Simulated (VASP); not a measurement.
Input for VASP

### INCAR
```
GGA=PE
PREC=Accurate
SYSTEM=Sr
ENCUT=300   ! plane-wave cut-off (eV)
LCHARG=.FALSE.
LASPH=.TRUE.
EDIFF=1E-6   ! SCF stop (eV)
LWAVE=.FALSE.
ISMEAR=-1   ! Fermi-Dirac
LMAXMIX=4
SIGMA=0.1
ALGO=Normal   ! blocked Davidson
LREAL=.FALSE.   ! projection in real space or not
ISIF=2   ! forces and stress, cell fixed
NELM=100   ! most electronic steps
```

File POSCAR:
```
Sr
1
    0.0000000000     2.9758560000     2.9758560000
    2.9758560000     0.0000000000     2.9758560000
    2.9758560000     2.9758560000     0.0000000000
Sr
1
Direct
  0.0000000000   0.0000000000   0.0000000000
```

**KPOINTS**
```
Automatic mesh
0
Gamma
8 8 8
0 0 0
```

POTCAR, in this order: Sr_sv (PBE.64 set). Program: vasp_std.

Q: Write an equivalent input for Ansatz.

A: One equivalent input (not run):
Ansatz 0.2 input:
```yaml
crystal:
  lattice:
    - [0.0000000, 2.9758560, 2.9758560]
    - [2.9758560, 0.0000000, 2.9758560]
    - [2.9758560, 2.9758560, 0.0000000]
  atoms:
    - { symbol: Sr, position: [0.0000000, 0.0000000, 0.0000000] }
kpoints:
  mp_grid: { grid: [8, 8, 8] }
hamiltonian:
  xc: pbe
  pseudopotentials: { kind: paw }
scf:
  occupations: { method: fermi_dirac, width: 0.1 }
  max_iter: 100
output: { forces: true, stress: true, eigenvalues: true }
```
What does not carry over: each code has its own PAW files, so the cut-off isn't converted (ENCUT is set for VASP's; basis.ecutwfc is left out, and Ansatz then takes the one that its files recommend); Ansatz stops its SCF on the density residual and VASP on the energy change (EDIFF).

The structure is a typed Sr crystal (Fm-3m). The cell was not relaxed at this level.
